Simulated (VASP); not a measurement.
Output of a VASP run:

### OSZICAR
```
       N       E                     dE             d eps       ncg     rms          rms(c)
DAV:   1     0.381324754284E+02    0.38132E+02   -0.32257E+03   896   0.702E+02
DAV:   2     0.239722170004E-01   -0.38109E+02   -0.37822E+02   904   0.196E+02
DAV:   3    -0.102810586869E+01   -0.10521E+01   -0.10510E+01  1464   0.297E+01
DAV:   4    -0.104817768312E+01   -0.20072E-01   -0.20072E-01  1384   0.273E+00
DAV:   5    -0.104837436801E+01   -0.19668E-03   -0.19668E-03  1592   0.182E-01    0.200E+00
RMM:   6    -0.104843679923E+01   -0.62431E-04   -0.99629E-04   896   0.247E-01    0.124E+00
RMM:   7    -0.104873938227E+01   -0.30258E-03   -0.25190E-03   897   0.392E-01    0.567E-02
RMM:   8    -0.104881963681E+01   -0.80255E-04   -0.32477E-04  1011   0.181E-01    0.185E-02
RMM:   9    -0.104883783238E+01   -0.18196E-04   -0.44490E-05   787   0.637E-02    0.113E-02
RMM:  10    -0.104883794979E+01   -0.11741E-06   -0.17771E-05   706   0.396E-02
   1 F= -.10488379E+01 E0= -.10490255E+01  d E =-.104884E+01
```

**OUTCAR**
```
------------------------ aborting loop because EDIFF is reached ----------------------------------------
  FORCE on cell =-STRESS in cart. coord.  units (eV):
  Direction    XX          YY          ZZ          XY          YZ          ZX
  --------------------------------------------------------------------------------------
  Total        0.0007483      0.0007483      0.0007483      0.0000000      0.0000000     -0.0000000
  in kB        0.0162889      0.0162889      0.0162889      0.0000000      0.0000000     -0.0000000
  external PRESSURE =       0.0162889 kB  Pullay stress =       0.0000000 kB
  volume of cell :       73.60
      direct lattice vectors                 reciprocal lattice vectors
    -2.640000000  2.640000000  2.640000000     0.000000000  0.189393939  0.189393939
     2.640000000 -2.640000000  2.640000000     0.189393939  0.000000000  0.189393939
     2.640000000  2.640000000 -2.640000000     0.189393939  0.189393939  0.000000000
 POSITION                                       TOTAL-FORCE (eV/Angst)
 -----------------------------------------------------------------------------------
      0.00000      0.00000      0.00000         0.000000      0.000000     -0.000000
 -----------------------------------------------------------------------------------
    total drift:                                0.000000      0.000000      0.000000
  FREE ENERGIE OF THE ION-ELECTRON SYSTEM (eV)
  ---------------------------------------------------
  free  energy   TOTEN  =        -1.0488379498 eV

  energy  without entropy=       -1.0494005285  energy(sigma->0) =       -1.04902548

 reached required accuracy - stopping structural energy minimisation
```
(Selected blocks of OUTCAR.)

### POSCAR
```
K
1
   -2.6400000000     2.6400000000     2.6400000000
    2.6400000000    -2.6400000000     2.6400000000
    2.6400000000     2.6400000000    -2.6400000000
K
1
Direct
  0.0000000000   0.0000000000   0.0000000000
```

### Question
Write an INCAR and KPOINTS that could have produced this output.

### Answer
One answer among several that fit: the input of the run itself, PBE GGA, plane waves, VASP's PBE PAW potentials (set 64).

**INCAR**
```
NSW = 20   ! most ionic steps
LCHARG = F
GGA = PE
ENCUT = 400   ! plane-wave cut-off (eV)
NELM = 100   ! most electronic steps
ISIF = 2
NELMIN = 4
LREAL = F   ! projection in real space or not
PREC = Normal
LASPH = T
ALGO = Fast   ! Davidson, then RMM-DIIS
EDIFFG = -0.03   ! ionic stop
SIGMA = 0.1   ! width (eV)
EDIFF = 1E-5   ! SCF stop (eV)
LWAVE = F
IBRION = 2
ISMEAR = 1   ! Methfessel-Paxton
SYSTEM = K
```

**KPOINTS**
```
Automatic mesh
0
Gamma
11 11 11
0 0 0
```

POTCAR, in this order: K_sv (PBE.64 set). Program: vasp_std.

The compound is K in the bcc structure. The cell was not relaxed at this level.
